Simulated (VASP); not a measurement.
```yaml
crystal:
  lattice:
    - [5.90968, 0.00000, 0.00000]
    - [0.00000, 5.90968, 0.00000]
    - [0.00000, 0.00000, 5.90968]
  atoms:
    - { symbol: Cs, position: [0.00000, 0.00000, 0.00000] }
    - { symbol: Sn, position: [0.50000, 0.50000, 0.50000] }
    - { symbol: Br, position: [0.00000, 0.50000, 0.50000] }
    - { symbol: Br, position: [0.50000, 0.50000, 0.00000] }
    - { symbol: Br, position: [0.50000, 0.00000, 0.50000] }
```

All values below come from PBE GGA, VASP's PBE PAW potentials (set 64) (plane waves; VASP). Numerical set-up: 400 eV cut-off, 4×4×4 Γ-centred mesh, Gaussian smearing of 0.050 eV, potentials Cs_sv Sn_d Br.

Unless said otherwise, spin-orbit coupling is left out, though it shifts the bands of the heavy elements here.

**Question.** Estimate the energy per atom (σ→0), band gap (on the k-mesh) with the smallest direct gap where there is one.

**Answer.** 
```json
{
  "band gap (on the k-mesh)": "0.68 eV",
  "smallest direct gap (on the k-mesh)": "0.68 eV",
  "energy per atom (σ→0)": "-3.158 eV/atom"
}
```

Total energies compare only between runs with the same potentials, cut-off and functional.

The structure was generated: CsSnBr3 was put into the cubic-perovskite type (Pm-3m), which need not be its known phase. It was relaxed first, which changed the volume by +20 %.
